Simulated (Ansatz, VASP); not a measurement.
**Zn2Se: VASP beside Ansatz**

Wanted: the spread between two codes on one cell, functional and k mesh. The cell is invented: As first built, before any earlier steps moved the atoms (in the runner's words): it takes the Cu2Se structure with some of its atoms replaced by other elements, volume scaled by an estimate. It may not be a known or stable phase. The cell is taken from a series of VASP runs on this material, whose earlier steps may have relaxed, scaled or displaced it; both programs get it as it stands.

Program: Ansatz 0.2.0. Level of theory: plane waves, with VASP 6.6.1 beside it; relaxation of cell and atoms at PBE. Results are calculated unless marked as measured.

**1. The starting structure**

It takes space group Fm-3m (No. 225, cubic). The conventional cell has a = 6.402 Å, b = 6.402 Å, c = 6.402 Å, α = 90.00°, β = 90.00°, γ = 90.00°. Nearest to Se lie 8 Zn at 2.77 Å. Nearest to Zn lie 4 Se at 2.77 Å. As first built, before any earlier steps moved the atoms (in the runner's words): sites of the Cu2Se structure (space group 225) filled with other elements, volume scaled by an estimate. Farther neighbours and most contacts between anions are not listed.

Coordinates:

```xyz
3
Lattice="0.0000 3.2011 3.2011 3.2011 0.0000 3.2011 3.2011 3.2011 0.0000" Properties=species:S:1:pos:R:3 pbc="T T T"
Se    0.0000    0.0000    0.0000
Zn    4.8016    4.8016    4.8016
Zn    1.6005    1.6005    1.6005
```

**2. VASP: relaxation of cell and atoms, PBE**

The relaxed volume is the usual yardstick between codes: its relative difference is about their pressure difference at one cell divided by the bulk modulus.

Lines of VASP's logs that name or quote its potential files are left out, and so is its time.

Contents of INCAR:

```
SYSTEM = Zn2Se
PREC = Accurate
ENCUT = 350
EDIFF = 1E-08
NELM = 120
ISMEAR = 1
SIGMA = 0.2
LREAL = .FALSE.
ALGO = Fast
GGA = PE
NBANDS = 21
LORBIT = 11
LWAVE = .FALSE.
LCHARG = .FALSE.
KPAR = 4
IBRION = 1
NSW = 30
ISIF = 3
EDIFFG = -0.002
POTIM = 0.4
```

Contents of POSCAR:

```
Zn2Se
1.0
    0.0000000000      3.2010780896      3.2010780896
    3.2010780896      0.0000000000      3.2010780896
    3.2010780896      3.2010780896      0.0000000000
Se Zn
1 2
Direct
    0.0000000000      0.0000000000      0.0000000000
    0.7500000000      0.7500000000      0.7500000000
    0.2500000000      0.2500000000      0.2500000000
```

Contents of KPOINTS:

```
Automatic mesh
0
Gamma
9 9 9
0 0 0
```

PAW data sets: Se and Zn (PBE family, release 64).

Started as:

```
$ mpirun -np 4 vasp_std
```

Numbers of over 12 decimals in the logs are rounded to 6 here.

The program printed:

```text
[banner, memory and clock lines left out]
running    4 mpi-ranks, on    1 nodes
 distrk:  each k-point on    1 cores,    4 groups
 distr:  one band on    1 cores,    1 groups

 POSCAR found type information on POSCAR SeZn
 POSCAR found :  2 types and       3 ions
 LDA part: xc-table for (Slater+PW92), standard interpolation
 POSCAR, INCAR and KPOINTS ok, starting setup
 FFT: planning ... GRIDC
 FFT: planning ... GRID_SOFT
 FFT: planning ... GRID
 WAVECAR not read
 entering main loop
       N       E                     dE             d eps       ncg     rms          rms(c)
DAV:   1     0.134218219598E+03    0.13422E+03   -0.11602E+04  1470   0.136E+03
DAV:   2     0.275663080447E+01   -0.13146E+03   -0.12664E+03  1525   0.278E+02
DAV:   3    -0.557314615090E+01   -0.83298E+01   -0.82229E+01  1710   0.739E+01
DAV:   4    -0.568714116503E+01   -0.11400E+00   -0.11357E+00  1595   0.857E+00
DAV:   5    -0.568779708480E+01   -0.65592E-03   -0.65588E-03  1675   0.590E-01    0.586E+00
RMM:   6    -0.547601156615E+01    0.21179E+00   -0.57824E-01  1470   0.690E+00    0.368E+00
RMM:   7    -0.546553408903E+01    0.10477E-01   -0.78463E-02  1470   0.276E+00    0.149E+00
RMM:   8    -0.546448385338E+01    0.10502E-02   -0.11590E-02  1470   0.764E-01    0.459E-01
RMM:   9    -0.546425557482E+01    0.22828E-03   -0.28572E-03  1470   0.531E-01    0.894E-02
RMM:  10    -0.546430176619E+01   -0.46191E-04   -0.67202E-04  1471   0.253E-01    0.475E-02
RMM:  11    -0.546431970854E+01   -0.17942E-04   -0.18462E-04  1470   0.147E-01    0.453E-03
RMM:  12    -0.546432251389E+01   -0.28054E-05   -0.23293E-05  1471   0.408E-02    0.114E-02
RMM:  13    -0.546432245810E+01    0.55795E-07   -0.86369E-06  1472   0.312E-02    0.210E-03
RMM:  14    -0.546432249870E+01   -0.40604E-07   -0.11787E-06  1471   0.102E-02    0.115E-03
RMM:  15    -0.546432252672E+01   -0.28019E-07   -0.29021E-07  1453   0.523E-03    0.238E-04
RMM:  16    -0.546432252137E+01    0.53478E-08   -0.73398E-08  1298   0.239E-03
   1 F= -.54643225E+01 E0= -.54636295E+01  d E =-.546432E+01
[...]
2 F= -.54651433E+01 E0= -.54644152E+01  d E =-.820780E-03
[...]
3 F= -.54652367E+01 E0= -.54644911E+01  d E =-.933715E-04
 BRION: g(F)=  0.122E-43 g(S)=  0.158E-05 retain N=  1 mean eig= 1.64
 eig:   1.639
 bond charge predicted
       N       E                     dE             d eps       ncg     rms          rms(c)
DAV:   1    -0.546529600089E+01   -0.59324E-04   -0.76510E-04  1770   0.447E-01    0.554E-02
RMM:   2    -0.546524375459E+01    0.52246E-04   -0.20815E-04  1471   0.167E-01    0.186E-02
RMM:   3    -0.546523820893E+01    0.55457E-05   -0.51501E-06  1471   0.189E-02    0.947E-03
RMM:   4    -0.546523638670E+01    0.18222E-05   -0.17078E-06  1470   0.960E-03    0.314E-03
RMM:   5    -0.546523614505E+01    0.24165E-06   -0.50853E-07  1470   0.885E-03    0.117E-03
RMM:   6    -0.546523616091E+01   -0.15861E-07   -0.10339E-07  1402   0.306E-03    0.309E-04
RMM:   7    -0.546523621804E+01   -0.57126E-07   -0.14110E-08   898   0.122E-03    0.234E-04
RMM:   8    -0.546523621749E+01    0.55024E-09   -0.93631E-09   813   0.990E-04
   4 F= -.54652362E+01 E0= -.54644884E+01  d E =0.455703E-06
 BRION: g(F)=  0.426E-43 g(S)=  0.761E-06 retain N=  1 mean eig= 0.97
 eig:   0.967
 reached required accuracy - stopping structural energy minimisation
```

Parts of OUTCAR (step 2):

```text
ion  position               nearest neighbor table
   1  0.000  0.000  0.000-   2 2.77   2 2.77   2 2.77   2 2.77   3 2.77   3 2.77   3 2.77   3 2.77

  LATTYP: Found a face centered cubic cell.
 ALAT       =     6.4021561792

 Subroutine GETGRP returns: Found 48 space group operations
 (whereof 48 operations were pure point group operations)

The static configuration has the point symmetry O_h .

 Found     35 irreducible k-points:

   k-points           NKPTS =     35   k-points in BZ     NKDIM =     35   number of bands    NBANDS=     21

   dimension x,y,z NGX =    28 NGY =   28 NGZ =   28
   dimension x,y,z NGXF=    56 NGYF=   56 NGZF=   56

   ENCUT  =  350.0 eV  25.72 Ry    5.07 a.u.   6.91  6.91  6.91*2*pi/ulx,y,z

   NELECT =      30.0000    total number of electrons

 k-points in reciprocal lattice and weights: Automatic mesh
   0.00000000  0.00000000  0.00000000       0.001
   0.11111111  0.00000000  0.00000000       0.011
   0.22222222  0.00000000  0.00000000       0.011
   0.33333333  0.00000000  0.00000000       0.011
   0.44444444  0.00000000  0.00000000       0.011
   0.11111111  0.11111111  0.00000000       0.008
   0.22222222  0.11111111  0.00000000       0.033
   0.33333333  0.11111111  0.00000000       0.033
   0.44444444  0.11111111  0.00000000       0.033
[...]
-0.33333333  0.44444444  0.11111111       0.033
  -0.33333333  0.44444444  0.22222222       0.033

 average (electrostatic) potential at core
       1 -56.7952       2 -37.0589       3 -37.0589

 E-fermi :   2.6231

 k-point     1 :       0.0000    0.0000    0.0000
  band No.  band energies     occupation
    ...
     11      -4.2716      2.00000
     12      -0.8350      2.00000
     13       0.1571      2.00000
     14       0.1571      2.00000
     15       0.1571      2.00000
     16       4.3171     -0.00000
     17       4.3171     -0.00000
     18       4.3171     -0.00000
     19       4.4329     -0.00000
     20       9.5831      0.00000
    ...

 k-point     2 :       0.1111    0.0000    0.0000
  band No.  band energies     occupation
    ...
     11      -4.2887      2.00000
     12      -1.4557      2.00000
     13       0.0632      2.00000
     14       0.0632      2.00000
     15       0.6082      2.00000
     16       3.3258     -0.00001
     17       4.5091     -0.00000
     18       4.5091     -0.00000
     19       5.9229     -0.00000
     20       8.7180      0.00000
    ...

 k-point     3 :       0.2222    0.0000    0.0000
  band No.  band energies     occupation
    ...
     11      -4.3369      2.00000
     12      -2.3909      2.00000
     13      -0.1441      2.00000
     14      -0.1440      2.00000
     15       0.7203      2.00000
     16       3.4535     -0.00000
     17       4.8967     -0.00000
     18       4.8967     -0.00000
     19       7.0697      0.00000
     20       8.1973      0.00000
    ...

  Total       -0.0044400     -0.0044400     -0.0044400      0.0000000      0.0000000     -0.0000000
  in kB       -0.1072894     -0.1072894     -0.1072894      0.0000000      0.0000000     -0.0000000
  external PRESSURE =      -0.1072894 kB  Pullay stress =       0.0000000 kB

  energy-cutoff  :      350.00
  volume of cell :       66.30
      direct lattice vectors                 reciprocal lattice vectors
    -0.000000000  3.212442117  3.212442117    -0.155644828  0.155644828  0.155644828
     3.212442117 -0.000000000  3.212442117     0.155644828 -0.155644828  0.155644828
     3.212442117  3.212442117 -0.000000000     0.155644828  0.155644828 -0.155644828

 POSITION                                       TOTAL-FORCE (eV/Angst)
 -----------------------------------------------------------------------------------
      0.00000     -0.00000      0.00000        -0.000000     -0.000000     -0.000000
      4.81866      4.81866      4.81866         0.000000      0.000000      0.000000
      1.60622      1.60622      1.60622        -0.000000     -0.000000     -0.000000
 -----------------------------------------------------------------------------------
    total drift:                                0.000000      0.000000      0.000000

  FREE ENERGIE OF THE ION-ELECTRON SYSTEM (eV)
  ---------------------------------------------------
  free  energy   TOTEN  =        -5.4652362175 eV

  energy  without entropy=       -5.4629927527  energy(sigma->0) =       -5.46448840

 reached required accuracy - stopping structural energy minimisation

 total charge
# of ion       s       p       d       tot
------------------------------------------
    1        1.518   2.185   0.049   3.751
    2        0.655   0.233   9.743  10.631
    3        0.655   0.233   9.743  10.631
--------------------------------------------------
tot          2.827   2.650  19.536  25.013

[... 3 further parts left out ...]
```

CONTCAR:

```
Zn2Se
   1.00000000000000
    -0.0000000000000000    3.2124421170304442    3.2124421170304442
     3.2124421170304442   -0.0000000000000000    3.2124421170304442
     3.2124421170304442    3.2124421170304442   -0.0000000000000000
  Se              Zn
     1     2
Direct
    -0.0000000000000000    0.0000000000000000   -0.0000000000000000
     0.7500000000000000    0.7500000000000000    0.7500000000000000
     0.2500000000000000    0.2500000000000000    0.2500000000000000
```

**3. Ansatz: relaxation of cell and atoms, PBE**

Ansatz runs on its default PAW (the set named soft_2) files.

The same cell, functional, mesh and smearing now go to Ansatz, which takes its cutoff from its data sets.

Contents of input.yaml:

```yaml
crystal:
  lattice:
    - [0.0, 3.2010780896, 3.2010780896]
    - [3.2010780896, 0.0, 3.2010780896]
    - [3.2010780896, 3.2010780896, 0.0]
  atoms:
    - { symbol: Se, position: [0.0, 0.0, 0.0] }
    - { symbol: Zn, position: [0.75, 0.75, 0.75] }
    - { symbol: Zn, position: [0.25, 0.25, 0.25] }
hamiltonian:
  xc: pbe
  pseudopotentials: { kind: paw }
kpoints:
  mp_grid: { grid: [9, 9, 9] }
scf:
  occupations: { method: methfessel_paxton, width: 0.2 }
relax:
  f_tol: 0.01
  max_steps: 60
  cell: { stress_tol: 0.05 }
output:
  forces: true
  stress: true
  write_density: true
  write_potential: true
  elf: true
  volumetric_format: npy
```

Started as:

```
$ ansatz run input.yaml --threads 4 --pin off --max-ram 9216MiB --backend cpu --events-out ev --progress --plain --runs-dir out
```

The program printed:

```text
Engine: ansatz 0.2.0, aarch64-unknown-linux-gnu
Pseudopotentials: kind: paw
Pseudopotential: Se, paw, valence charge 16, recommended cutoff 420 eV (normal), Se.paw.azcp
Pseudopotential: Zn, paw, valence charge 12, recommended cutoff 420 eV (normal), Zn.paw.azcp
Functional definition: PBE
  parameter kappa = 0.804
  parameter beta = 0.066725
  exchange = pbe_x(kappa = kappa, mu = beta*pi^2/3)
  correlation = pbe_c(beta = beta)
Crystal: 3 atoms, lattice volume = 65.602 Å³
Basis set: ecut = 420 eV, 1243 PW (Γ), exchange–correlation on 64×64×64 points (8 copies of the dense FFT grid, shifted against one another)
Bands: 24, of which v1, the nominal top of the filled ones, is band 20 counted from 1 (19 counted from 0)
Symmetry: 48 space group operations
Space group: Fm-3m (ITA 225), of the structure as read, at distance tolerance 4.0e-5 Å
k-points: 35 of 729
Non-local potential: Se, projectors of the file, l = 0: 2, l = 1: 2, l = 2: 3, l = 3: 1
Non-local potential: Zn, projectors of the file, l = 0: 2, l = 1: 2, l = 2: 3, l = 3: 1
PAW form: soft (Blöchl's): semilocal exchange-correlation on the pseudo side does not see the compensation charge
PAW one-centre angular grid: Se, 590 points (default); XC on 64 Gauss nodes
PAW one-centre angular grid: Zn, 590 points (default); XC on 64 Gauss nodes
Initial density: superposition of atomic densities (neutral atoms: chi_scale 0, normalization atom), corrected by the library's trained network
Initial wavefunctions: pseudopotential atomic-orbital guess
Functional: x = pbe(κ = 0.804, μ = 0.219515), c = pbe(β = 0.066725)
SCF iter   1: F=—  HF=-12106.884269 eV  |F-HF|=—  |Δ(HF+E_count)|=         —  Δρ=3.68e-3  dr2=1.91e-2  ethr=1.77e-3  ⟨swp⟩=5.1  Hψ=3664  notcnv=0
preconditioner: auto → LDOS  [metal: Δε(μ)=0.112 eV  Ē_g=9.630 eV  σ=0.200 eV  W_gap=0.43  n_scr=14 (ndim 8)  ℏωp=25.1 eV  f_vac=0.068  D(μ)=1.30/eV (n_scr^D=8)  β→1.0]
SCF iter   2: F=—  HF=-12106.879823 eV  |F-HF|=—  |Δ(HF+E_count)|=   4.45e-3  S|Δr|=    0.00e0  Δρ=9.45e-4  dr2=5.32e-4  ethr=4.78e-5  ⟨swp⟩=2.3  Hψ=1375  notcnv=0
SCF iter   3: F=—  HF=-12106.880631 eV  |F-HF|=—  |Δ(HF+E_count)|=   8.07e-4  S|Δr|=    0.00e0  Δρ=2.02e-3  dr2=1.49e-3  ethr=1.33e-6  ⟨swp⟩=2.0  Hψ=1552  notcnv=0
SCF iter   4: F=—  HF=-12106.879725 eV  |F-HF|=—  |Δ(HF+E_count)|=   9.06e-4  S|Δr|=    0.00e0  Δρ=2.70e-4  dr2=3.63e-5  ethr=1.33e-6  ⟨swp⟩=2.1  Hψ=1523  notcnv=0
SCF iter   5: F=—  HF=-12106.879713 eV  |F-HF|=—  |Δ(HF+E_count)|=   1.20e-5  S|Δr|=    0.00e0  Δρ=6.63e-5  dr2=3.95e-6  ethr=9.08e-8  ⟨swp⟩=2.0  Hψ=1545  notcnv=0
SCF iter   6: F=—  HF=-12106.879714 eV  |F-HF|=—  |Δ(HF+E_count)|=   1.30e-6  S|Δr|=    0.00e0  Δρ=1.49e-5  dr2=2.80e-7  ethr=9.88e-9  ⟨swp⟩=2.0  Hψ=1510  notcnv=0
SCF iter   7: F=-12106.879715 eV  HF=-12106.879715 eV  |F-HF|=1.82e-10  |Δ(HF+E_count)|=   1.86e-7  S|Δr|=    0.00e0  Δρ=1.71e-6  dr2=4.09e-9  ethr=2.50e-10  ⟨swp⟩=8.3  Hψ=5914  notcnv=0
SCF 1 converged in 7 iterations: F = -12106.879715 eV  dr2 = 4.09e-9
  Residual-converged pass: ⟨swp⟩=1.0  Hψ=981  notcnv=0  max |occ|·‖R‖ = 6.8e-9 eV (tolerance 1.0e-8 eV)  dr2=4.09e-9  dr2_onsite=1.64e-9  max |Δocc| = 1.3e-10
  greatest PAW one-centre occupation: 1.000 electrons in one spin orbital (limit 2), on the Se atom at site 0 (counted from 0), in its partial waves of l = 2
relax step   1: F+E_penalty+E_count = -12106.87971460 eV  Δ(F+E_penalty+E_count) = +0.000e0 eV  max|allowed force component| = 3.759e-17 eV/Å  Δτ_max = 0.0000 Å  P = +0.575 GPa  Ω = 65.602 Å³  (7 SCF iters, dr2 threshold 1.00e-7 eV, accepted)
[...]
relax step   2: F+E_penalty+E_count = -12106.88104325 eV  Δ(F+E_penalty+E_count) = -1.329e-3 eV  max|allowed force component| = 1.295e-16 eV/Å  Δτ_max = 0.0000 Å  P = +0.007 GPa  Ω = 66.490 Å³  energy of the carried Pulay correction = -2.623e-4 eV  (5 SCF iters, dr2 threshold 3.00e-7 eV, accepted)
[...]
relax step   3: F+E_penalty+E_count = -12106.88130602 eV  Δ(F+E_penalty+E_count) = -2.628e-4 eV  max|allowed force component| = 9.252e-17 eV/Å  Δτ_max = 0.0000 Å  P = +0.005 GPa  Ω = 66.490 Å³  stress off target by 5.10e-3 GPa  SCF on the basis re-selected at this cell (its energy is not comparable with the rows above)  (7 SCF iters)
basis re-selected at this cell: Δ(F+E_penalty+E_count) = -2.628e-4 eV, ΔP = -0.002 GPa vs the last step (what re-selecting the basis moved, of the pressure what is left beyond the Pulay correction that the steps carried, after the strain that the cell walked since its last selection, with what the two solves' SCF thresholds leave and, on support functions, any second-order correction that the steps lacked; it is no m [...]
SCF converged after 7 iterations
Stability not checked: this state was not tested for a lower state beside it, because cold or Methfessel-Paxton smearing, or corrected tetrahedra, fill the levels in a way that the test cannot read (fill_not_monotonic; see scf.lower_state_search)
Free energy (F): -12106.881306 eV
Harris-Foulkes:  -12106.881306 eV  (|F-HF|=2.55e-11)
Internal energy: -12106.878990 eV  (E = F + TS)
E sigma→0 (E₀):  -12106.880727 eV
Entropy (-TS):   -0.002317 eV (-0.772 meV/atom)
Fermi energy:    7.957145 eV
--- Per-component energies (eV) ---
  E_band       = -369.341195
  E_kinetic    = 377.397152
  E_local      = -6074.881337  (includes V_loc(G=0)·N_el)
  E_nonlocal   = 632.089908
  E_hartree    = 2734.657604
  E_xc         = -376.611493
  E_vxc        = -199.142752  (∫ρ·V_xc dr)
  E_paw        = -5566.259168  (= ΣΔE_a)
  E_vpaw       = -574.118143  (= ΣTr[D̂ρ^β])
  E_aug_tail   = -0.001264  (compensation charges beyond the density's cutoff)
  E_ewald      = -3833.270392
  E_smearing   = -0.002317  (= −TS)
  E_closure    = -0.000000  (closes the sum)
  Σ components = -12106.881306   (vs F -12106.881306, Δ=0.00e0)
--- Forces (eV/Å), atoms counted from 1 ---
  atom   1  Se     0.00000000    -0.00000000    -0.00000000
  atom   2  Zn     0.00000000    -0.00000000     0.00000000
  atom   3  Zn    -0.00000000    -0.00000000    -0.00000000
  max |Σ_I F_I| component: 1.08e-16 eV/Å
--- Stress (GPa, compression-positive) ---
        0.005104      -0.000000      -0.000000
       -0.000000       0.005104      -0.000000
       -0.000000      -0.000000       0.005104
  P = ⅓ Tr σ = 0.0051 GPa (0.051 kbar)
--- Band table (eV; the first three rows and the last of 35) ---
  k-point 0: bands = [... 16 lower, 4.4982, 5.4926, 5.4926, 5.4926, 9.6591, 9.6591, 9.6591, 9.7592]
  k-point 1: bands = [... 16 lower, 3.8809, 5.3993, 5.3993, 5.9421, 8.6597, 9.8503, 9.8503, 11.2539]
  k-point 2: bands = [... 16 lower, 2.9493, 5.1934, 5.1934, 6.0562, 8.7814, 10.2369, 10.2369, 12.3983]
  k-point 34: bands = [... 16 lower, 2.2598, 2.6127, 3.5993, 8.6402, 9.0554, 9.8501, 10.9178, 13.8031]
--- Relaxed structure (2 steps of the walk, 2 accepted, 1 SCFs on fresh bases) ---
  F+E_penalty+E_count = -12106.88130602 eV   max|allowed force component| = 9.252e-17 eV/Å   (the final SCF, on the basis selected at the relaxed cell)
  cell:  # Å, volume = 66.4903 Å³
    - [0.0, 3.215458, 3.215458]
    - [3.215458, 0, 3.215458]
    - [3.215458, 3.215458, 0]
  atoms:
    - { symbol: Se, position: [0, 0, 0] }
    - { symbol: Zn, position: [0.750000, 0.750000, 0.750000] }
    - { symbol: Zn, position: [0.250000, 0.250000, 0.250000] }
```

Wall time 7.7 s (4 threads of Arm Neoverse V1, shared host); peak memory 0.41 GiB.

**4. Side by side**

Known differences besides the potentials themselves: both relaxations stop at a tolerance, which leaves soft axes loose, and VASP keeps its plane-wave basis; the data sets hold 40 valence electrons in Ansatz (default PAW (the set named soft_2) files) and 30 in VASP; the cutoff is 420 eV in Ansatz and 350 eV in VASP; VASP leaves aspherical gradient terms in its spheres out (LASPH is not set), Ansatz keeps them; Ansatz adds a Pulay correction to the stress that steers its cell, VASP none. Total energies have different zeros and are not compared.

The two programs side by side:

```
                                         quantity  Ansatz   VASP  difference
                                      volume (Å³)   66.49  66.30     +0.28 %
edge a after relaxation, in the typed setting (Å)   4.547  4.543     +0.09 %
```

The walks stopped with 0.01 GPa left in Ansatz and -0.01 GPa in VASP; each walk ends within a tolerance, so the volume difference is uncertain by about these residues over the bulk modulus, most in soft cells.

**5. What came out**

```json
{
  "difference in volume (relaxation of cell and atoms, PBE)": "0.28 %"
}
```

What this shows: The difference in volume is 0.28 % (relaxation of cell and atoms, PBE), within the 1.2 % picked in this series as the mark of a large difference, as far as the stopping tolerances let one tell. How closely two codes agree says nothing of how well the functional describes the real material.

[Lines on the potential files, build, host, timing and source positions are cut from VASP's logs without a mark.]

[Logs are printed without paths, hosts, clocks, repeated set-up lines and the standing remarks that a program may print on its own settings, such as how far it seeks lower states.]

[Hosts, paths, dates, database ids (printed as entryN), source tags and the programs' standing remarks are cut or masked in the printed files.]
